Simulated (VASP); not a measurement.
# Ca3ZrN3 (Pc) in VASP: phonons with PBE

Aim: the phonons of Ca3ZrN3 with PBE.

Everything below comes from runs of VASP 6.6.1. Logs are shortened: lines on timing, memory, paths and dates and some standing lists are left out, and cuts for length are marked.

**1. The crystal as given**

The structure is monoclinic, space group Pc (No. 7). The conventional cell has a = 4.866 Å, b = 4.841 Å, c = 9.801 Å, α = 90.00°, β = 90.06°, γ = 90.00°. Ca (site symmetry 1) is surrounded by 4 N at 2.42 to 2.49 Å. Ca (site symmetry 1) has 4 N at 2.41 to 2.47 Å as nearest neighbours. Around Ca (site symmetry 1) lie 4 N at 2.43 to 2.49 Å. Around Zr (site symmetry 1) lie 3 N at 2.11 to 2.15 Å. N (site symmetry 1) has 1 Zr at 2.15 Å and 3 Ca at 2.41 to 2.47 Å as nearest neighbours. N (site symmetry 1) is surrounded by 1 Zr at 2.11 Å. Around N (site symmetry 1) lie 1 Zr at 2.13 Å and 2 Ca at 2.41 to 2.43 Å.

The cell was built by a generator and needn't be a form met in nature.

**2. Phonons, PBE**

Contents of POSCAR:

```
Ca3ZrN3
1.0
    4.8658100000      0.0000000000      0.0000000000
    0.0000000000      4.8413600000      0.0000000000
   -0.0109980000      0.0000000000      9.8007440000
Ca Zr N
6 2 6
Direct
    0.5030260000      0.5009400000      0.7476350000
    0.5030260000      0.4990600000      0.2476350000
    0.5035760000      0.9973170000      0.9983980000
    0.5035760000      0.0026830000      0.4983980000
    0.0021140000      0.9983330000      0.7475290000
    0.0021140000      0.0016670000      0.2475290000
    0.0260800000      0.4760050000      0.9852140000
    0.0260800000      0.5239950000      0.4852140000
    0.9982100000      0.0341760000      0.0005970000
    0.9982100000      0.9658240000      0.5005970000
    0.9989220000      0.4978210000      0.7709090000
    0.9989220000      0.5021790000      0.2709090000
    0.4612580000      0.5018940000      0.0003490000
    0.4612580000      0.4981060000      0.5003490000
```

Contents of INCAR.step1:

```
PREC = Accurate
ENCUT = 520
EDIFF = 1E-8
ISMEAR = 0
SIGMA = 0.1
LREAL = False
LASPH = True
NELM = 100
ALGO = Normal
ISIF = 3
LWAVE = False
LCHARG = False
GGA = PE
KPAR = 8
IBRION = 2
NSW = 40
EDIFFG = -0.002
```

Contents of INCAR.step2:

```
PREC = Accurate
ENCUT = 520
EDIFF = 1E-8
ISMEAR = 0
SIGMA = 0.1
LREAL = False
LASPH = True
NELM = 100
ALGO = Normal
ISIF = 2
LWAVE = False
LCHARG = False
GGA = PE
KPAR = 8
IBRION = 6
NFREE = 2
POTIM = 0.015
NSW = 1
```

Contents of KPOINTS:

```
Automatic mesh
0
Gamma
  4 4 4
```

Potentials or basis: VASP PAW PBE potentials, release 64 (Ca_sv, Zr_sv, N).

Launch:

```
$ cat potpaw_PBE.64/Ca_sv/POTCAR potpaw_PBE.64/Zr_sv/POTCAR potpaw_PBE.64/N/POTCAR > POTCAR
$ cp INCAR.step1 INCAR
$ mpirun -np 8 vasp_std > vasp.out
$ cp CONTCAR POSCAR
$ cp INCAR.step2 INCAR
$ mpirun -np 8 vasp_std > vasp.out
```

OUTCAR:

```text
PREC = Accurate
   ENCUT = 520
   EDIFF = 1E-8
   ISMEAR = 0
   LREAL = False
   LASPH = True
   NELM = 100
   ISIF = 2
   GGA = PE
   IBRION = 6
   NFREE = 2
   POTIM = 0.015
   NSW = 1

 ion  position               nearest neighbor table
   1  0.503  0.501  0.748-  11 2.42  14 2.43  11 2.46   7 3.29   7 3.45   8 3.46
   2  0.503  0.499  0.248-  12 2.42  13 2.43  12 2.46   8 3.29   8 3.45   7 3.46
   3  0.504  0.997  0.998-  13 2.41   9 2.41  13 2.45   9 2.47   7 3.28   7 3.43   7 3.44
   4  0.504  0.003  0.498-  14 2.41  10 2.41  14 2.45  10 2.47   8 3.28   8 3.43   8 3.44
   5  0.002  0.998  0.748-  10 2.43  11 2.43  11 2.43   7 3.28   7 3.44   8 3.45
   6  0.002  0.002  0.248-   9 2.43  12 2.43  12 2.43   8 3.28   8 3.44   7 3.45
   7  0.026  0.476  0.985-  11 2.11  13 2.13   9 2.15   9 2.71  13 2.76  12 2.81   3 3.28   5 3.28
                             1 3.29   3 3.43   5 3.44   3 3.44   6 3.45   1 3.45   2 3.46
   8  0.026  0.524  0.485-  12 2.11  14 2.13  10 2.15  10 2.71  14 2.76  11 2.81   4 3.28   6 3.28
                             2 3.29   4 3.43   6 3.44   4 3.44   5 3.45   2 3.45   1 3.46
   9  0.998  0.034  0.001-   7 2.15   3 2.41   6 2.43   3 2.47   7 2.71
  10  0.998  0.966  0.501-   8 2.15   4 2.41   5 2.43   4 2.47   8 2.71
  11  0.999  0.498  0.771-   7 2.11   1 2.42   5 2.43   5 2.43   1 2.46   8 2.81
  12  0.999  0.502  0.271-   8 2.11   2 2.42   6 2.43   6 2.43   2 2.46   7 2.81
  13  0.461  0.502  0.000-   7 2.13   3 2.41   2 2.43   3 2.45   7 2.76
  14  0.461  0.498  0.500-   8 2.13   4 2.41   1 2.43   4 2.45   8 2.76

  LATTYP: Found a simple monoclinic cell.
 ALAT       =     4.8665206812
 B/A-ratio  =     0.9945019815
 C/A-ratio  =     2.0139025162
 COS(beta)  =    -0.0012528215

  Lattice vectors:

 A1 = (   4.8665206709,   0.0000000000,  -0.0003174978)
 A2 = (   0.0000000000,   4.8397644607,   0.0000000000)
 A3 = (  -0.0116391167,   0.0000000000,   9.8006913341)

Analysis of symmetry for initial positions (statically):
=====================================================================
 Subroutine PRICEL returns:
 Original cell was already a primitive cell.

 Routine SETGRP: Setting up the symmetry group for a
 simple monoclinic supercell.

 Subroutine GETGRP returns: Found  2 space group operations
 (whereof  1 operations were pure point group operations)
 out of a pool of  4 trial point group operations.

The static configuration has the point symmetry C_1 .
 The point group associated with its full space group is C_1h.

Analysis of symmetry for dynamics (positions and initial velocities):
=====================================================================
 Subroutine PRICEL returns:
 Original cell was already a primitive cell.

 Routine SETGRP: Setting up the symmetry group for a
 simple monoclinic supercell.

 Subroutine GETGRP returns: Found  2 space group operations
 (whereof  1 operations were pure point group operations)
 out of a pool of  4 trial point group operations.

The dynamic configuration has the point symmetry C_1 .
 The point group associated with its full space group is C_1h.

 Subroutine INISYM returns: Found  2 space group operations
 (whereof  1 operations are pure point group operations),
 and found     1 'primitive' translations

----------------------------------------------------------------------------------------

                                     Primitive cell

  volume of cell :     230.8338

  direct lattice vectors                    reciprocal lattice vectors
     4.866520671  0.000000000 -0.000317498     0.205485632  0.000000000  0.000244031
     0.000000000  4.839764461  0.000000000     0.000000000  0.206621626  0.000000000
    -0.011639117  0.000000000  9.800691334     0.000006657  0.000000000  0.102033626

  length of vectors
     4.866520681  4.839764461  9.800698245     0.205485777  0.206621626  0.102033627

  position of ions in fractional coordinates (direct lattice)
[... 125 lines left out ...]
  Fermi-wavevector in a.u.,A,eV,Ry     =   1.294027  2.445356 22.783030  1.674506
  Thomas-Fermi vector in A             =   2.425635
   LORBIT       =      0    0 simple, 1 ext, 2 COOP (PROOUT), +10 PAW based schemes
   GGA     = PE    functional components
   LHFCALC =     F    Hartree Fock is set to
   AEXX    =    0.0000 exact exchange contribution
   IVDW    =     0    specifies the selected vdW correction
   LEPSILON=     F    determine dielectric tensor
   LRPA    =     F    only Hartree local field effects (RPA)
 finite differences with symmetry
 non-spin polarized calculation
 Gauss-broadening in eV      SIGMA  =   0.10
  energy-cutoff  :      520.00
  volume of cell :      230.83
 maximum number of plane-waves:      6252
   NGX = 19   NGY = 17   NGZ = 37

--------------------------------------- Ionic step        1  -------------------------------------------

 number of electron     113.9999997 magnetization

 Free energy of the ion-electron system (eV)
  ---------------------------------------------------
  ext. energy  EPLUGINS =         0.00000000
  ---------------------------------------------------
  free energy    TOTEN  =       -93.23021214 eV

  energy without entropy =      -93.21591390  energy(sigma->0) =      -93.22306302

------------------------ aborting loop because EDIFF is reached ----------------------------------------

  FORCE on cell =-STRESS in cart. coord.  units (eV):
  Direction    XX          YY          ZZ          XY          YZ          ZX
  --------------------------------------------------------------------------------------
  -------------------------------------------------------------------------------------
  Total        0.0035603      0.0064491      0.0037594      0.0000000      0.0000000      0.0016743
  in kB        0.0247113      0.0447622      0.0260934      0.0000000      0.0000000      0.0116211
  external PRESSURE =       0.0318556 kB  Pullay stress =       0.0000000 kB
[... 125 lines left out ...]
  FREE ENERGIE OF THE ION-ELECTRON SYSTEM (eV)
  ---------------------------------------------------
  free  energy   TOTEN  =       -93.2292952496 eV

  energy  without entropy=      -93.2149995905  energy(sigma->0) =      -93.22214742

[... ionic steps 4 to 40 ...]

--------------------------------------- Ionic step       41  -------------------------------------------

 number of electron     113.9999997 magnetization

------------------------ aborting loop because EDIFF is reached ----------------------------------------
[... 91 lines left out ...]
--------------------------------------- Ionic step       43  -------------------------------------------

 number of electron     113.9999997 magnetization

 Free energy of the ion-electron system (eV)
  ---------------------------------------------------
  ext. energy  EPLUGINS =         0.00000000
  ---------------------------------------------------
  free energy    TOTEN  =       -93.22937827 eV

  energy without entropy =      -93.21507864  energy(sigma->0) =      -93.22222846

 E-fermi :   4.9764     XC(G=0): -10.2971

 val. band max:        4.8915630045   @ k =  -0.2500   0.2500  -0.5000
 cond. band min:       5.0093650543   @ k =   0.2500   0.0000  -0.0000
 fundamental gap:      0.1178020498
 Fermi energy:         4.9763795084

 k-point     1 :       0.0000    0.0000    0.0000
  band No.  band energies     occupation
      1     -43.5771      2.00000
      2     -43.5716      2.00000
      3     -34.7767      2.00000
      4     -34.7450      2.00000
      5     -34.6746      2.00000
      6     -34.6692      2.00000
[... 1693 lines left out ...]
     67       8.3580      0.00000
     68       8.3766      0.00000

 [... further k-points ...]

------------------------ aborting loop because EDIFF is reached ----------------------------------------

  FORCE on cell =-STRESS in cart. coord.  units (eV):
  Direction    XX          YY          ZZ          XY          YZ          ZX
  --------------------------------------------------------------------------------------
  -------------------------------------------------------------------------------------
  Total        0.0314509      0.0081559     -0.0179566      0.0005044      0.0032552      0.0221669
  in kB        0.2182951      0.0566084     -0.1246338      0.0035008      0.0225938      0.1538565
  external PRESSURE =       0.0500899 kB  Pullay stress =       0.0000000 kB
[... 29 lines left out ...]
  FREE ENERGIE OF THE ION-ELECTRON SYSTEM (eV)
  ---------------------------------------------------
  free  energy   TOTEN  =       -93.2293782703 eV

  energy  without entropy=      -93.2150786407  energy(sigma->0) =      -93.22222846

 INTERNAL STRAIN TENSORS FROM DISPLACED ATOMS
 ============================================

 INTERNAL STRAIN TENSOR FOR ION    1 for displacements in x,y,z  (eV/Angst):
          X           Y           Z          XY          YZ          ZX
  --------------------------------------------------------------------------------
  x     0.68706    -0.12522    -2.31118    -0.10737     0.10524     2.83088
  y    -0.25237     0.07518    -0.09665    -0.31416     0.34839     0.14984
  z     2.62610     0.14202    -0.91690     0.21817    -0.13700    -2.49850
[... 8 lines left out ...]
 INTERNAL STRAIN TENSOR FOR ION   14 for displacements in x,y,z  (eV/Angst):
          X           Y           Z          XY          YZ          ZX
  --------------------------------------------------------------------------------
  x   -18.24370    -1.42242    -1.96950     1.35871    -0.32727    -1.68224
  y     1.58659    -1.72103     0.19393    -1.11609    -0.30987    -0.01772
  z    -1.82097    -0.21583     1.81642     0.04273     0.21629    -1.36868

 Eigenvectors and eigenvalues of the dynamical matrix
   1 f  =   17.320484 THz   108.827811 2PiTHz  577.749160 cm-1    71.631734 meV
   2 f  =   14.710257 THz    92.427272 2PiTHz  490.681364 cm-1    60.836708 meV
   3 f  =   13.909162 THz    87.393843 2PiTHz  463.959710 cm-1    57.523647 meV
   4 f  =   12.921666 THz    81.189221 2PiTHz  431.020376 cm-1    53.439692 meV
   5 f  =   12.705689 THz    79.832196 2PiTHz  423.816154 cm-1    52.546482 meV
   6 f  =   12.338006 THz    77.521979 2PiTHz  411.551588 cm-1    51.025871 meV
[... 31 lines left out ...]
  38 f  =    3.330612 THz    20.926853 2PiTHz  111.097264 cm-1    13.774299 meV
  39 f  =    3.317519 THz    20.844587 2PiTHz  110.660523 cm-1    13.720150 meV
  40 f/i=    0.003368 THz     0.021159 2PiTHz    0.112331 cm-1     0.013927 meV
  41 f/i=    0.003885 THz     0.024410 2PiTHz    0.129588 cm-1     0.016067 meV
  42 f/i=    0.003923 THz     0.024646 2PiTHz    0.130843 cm-1     0.016222 meV

 ELASTIC MODULI CONTR FROM IONIC RELAXATION (kBar)
 Direction    XX          YY          ZZ          XY          YZ          ZX
 --------------------------------------------------------------------------------
 XX        -991.5534     24.3347     -9.2729     -0.0000     -0.0000      4.7998
 YY          24.3347  -1007.4862    -58.5087     -0.0000      0.0000    -12.8978
 ZZ          -9.2729    -58.5087   -928.8482     -0.0000     -0.0000      4.6537
 XY          -0.0000      0.0000     -0.0000    -43.5837      1.6196     -0.0000
 YZ          -0.0000      0.0000     -0.0000      1.6196    -52.5929      0.0000
 ZX           4.7998    -12.8978      4.6537     -0.0000      0.0000    -56.6486
 --------------------------------------------------------------------------------
```

It took 32 min on 8 MPI ranks of Intel Xeon 6975P-C (Granite Rapids), shared host; peak memory 0.89 GiB.

What came out:

- Highest phonon frequency at Γ, LO-TO splitting left out: 578 cm⁻¹

Phonon frequencies in cm⁻¹ (negative: imaginary):
```tsv
q point	frequencies
(0.000, 0.000, 0.000)	0 0 0 111 111 125 148 153 163 173 174 178 196 202 207 222 231 242 244 249 253 270 271 285 317 322 332 337 344 354 355 362 364 377 393 408 412 424 431 464 491 578
```
